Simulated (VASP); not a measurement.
The input files of a VASP run:

### POSCAR
```
HfB2
1
    1.5420540000    -2.6709160000     0.0000000000
    1.5420540000     2.6709160000     0.0000000000
    0.0000000000     0.0000000000     3.4180560000
Hf B
1 2
Direct
  0.0000000000   0.0000000000   0.0000000000
  0.3333330000   0.6666670000   0.5000000000
  0.6666670000   0.3333330000   0.5000000000
```

File KPOINTS:
```
Automatic mesh
0
Gamma
8 8 7
0 0 0
```

**INCAR**
```
! general
SYSTEM  = HfB2
PREC    = Accurate
ENCUT   = 400
LREAL   = .False.
LASPH   = .True.

! electronic loop
EDIFF   = 1E-6
NELM    = 100
ALGO    = Normal
LMAXMIX = 6

! smearing
ISMEAR  = 0
SIGMA   = 0.2

! functional
GGA     = PS

! ions
ISIF    = 2

! output
LWAVE   = .False.
LCHARG  = .False.
```

POTCAR, in this order: Hf_pv B (PBE.64 set). Program: vasp_std.

Write an equivalent input for Ansatz.

One equivalent input (not run):
Ansatz 0.2 input:
```yaml
crystal:
  lattice:
    - [1.5420540, -2.6709160, 0.0000000]
    - [1.5420540, 2.6709160, 0.0000000]
    - [0.0000000, 0.0000000, 3.4180560]
  atoms:
    - { symbol: Hf, position: [0.0000000, 0.0000000, 0.0000000] }
    - { symbol: B, position: [0.3333330, 0.6666670, 0.5000000] }
    - { symbol: B, position: [0.6666670, 0.3333330, 0.5000000] }
kpoints:
  mp_grid: { grid: [8, 8, 7] }
hamiltonian:
  xc: pbesol
  pseudopotentials: { kind: paw }
scf:
  occupations: { method: gaussian, width: 0.2 }
  max_iter: 100
output: { forces: true, stress: true, eigenvalues: true }
```
What does not carry over: each code has its own PAW files, so the cut-off isn't converted (ENCUT is set for VASP's; basis.ecutwfc is left out, and Ansatz then takes the one that its files recommend); Ansatz stops its SCF on the density residual and VASP on the energy change (EDIFF).

The structure is a typed HfB2 crystal (P6/mmm). The cell was not relaxed at this level.
